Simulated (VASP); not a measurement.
Consider the following.

```xyz
6
Lattice="4.4982 0.0000 0.0000 0.0000 4.4982 0.0000 0.0000 0.0000 3.0179" Properties=species:S:1:pos:R:3 pbc="T T T"
Mg     4.4982     0.0000     0.0000
Mg     2.2491     2.2491     1.5089
H      1.3680     1.3680     0.0000
H      3.6171     0.8811     1.5089
H      0.8811     3.6171     1.5089
H      3.1302     3.1302     0.0000
```

All values below come from vdW-DF-cx, VASP's PBE PAW potentials (set 64) (plane waves; VASP). Settings: 520 eV cut-off, Gaussian smearing of 0.050 eV, potentials Mg H.

Problem. Give the energies of bands 1 to 7 at the high-symmetry points, in eV from the valence-band maximum.

Solution. 
| band | Γ | X | M | Z | R | A |
|---|---|---|---|---|---|---|
| 1 | -6.44 | -4.82 | -3.73 | -3.04 | -2.30 | -1.90 |
| 2 | -1.46 | -4.82 | -3.73 | -3.04 | -2.30 | -1.90 |
| 3 | -1.46 | -0.51 | -2.76 | -0.11 | -1.10 | -0.99 |
| 4 | -0.40 | -0.51 | -2.76 | -0.11 | -1.10 | -0.99 |
| 5 | 4.69 | 5.40 | 9.12 | 6.45 | 5.21 | 3.94 |
| 6 | 5.13 | 5.40 | 9.12 | 6.45 | 5.21 | 3.94 |
| 7 | 9.24 | 10.11 | 9.21 | 6.83 | 6.83 | 4.15 |

The gap is indirect, 3.77 eV, from the valence maximum at M-Γ at 0.67 to the conduction minimum at A-Z at 0.22.

The compound is MgH2 in the rutile structure. It was relaxed first.
